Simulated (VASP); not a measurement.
MgO (space group Fm-3m): the measured cell of entry 9006784 of the Crystallography Open Database is

```
MgO
1.0
    0.00000     2.10655     2.10655
    2.10655     0.00000     2.10655
    2.10655     2.10655     0.00000
Mg O
1 1
Direct
  0.00000   0.00000   0.00000
  0.50000   0.50000   0.50000
```

Computed with PBEsol GGA, VASP's PBE PAW potentials (set 64) (plane waves; VASP 6.6.1). Numerical set-up: 520 eV cut-off, 12×12×12 Γ-centred mesh, tetrahedra with Blöchl corrections, potentials Mg O.

The calculation is for a static lattice at zero pressure; the measurement, at 300 K, holds thermal and zero-point expansion. The entry's conditions were not checked, so it may have been measured under pressure.

Problem. How far does the relaxed conventional cell lie from the measured one?

Solution. 
```tsv
	measured	computed	difference
a (Å)	4.213	4.208	-0.1 %
V (Å³/atom)	9.35	9.32	-0.3 %
```

The structure comes from a measured MgO entry (Fm-3m) of the Crystallography Open Database, whose conditions weren't checked. It was relaxed first. Symmetry was kept, so distortions that lower it aren't found.
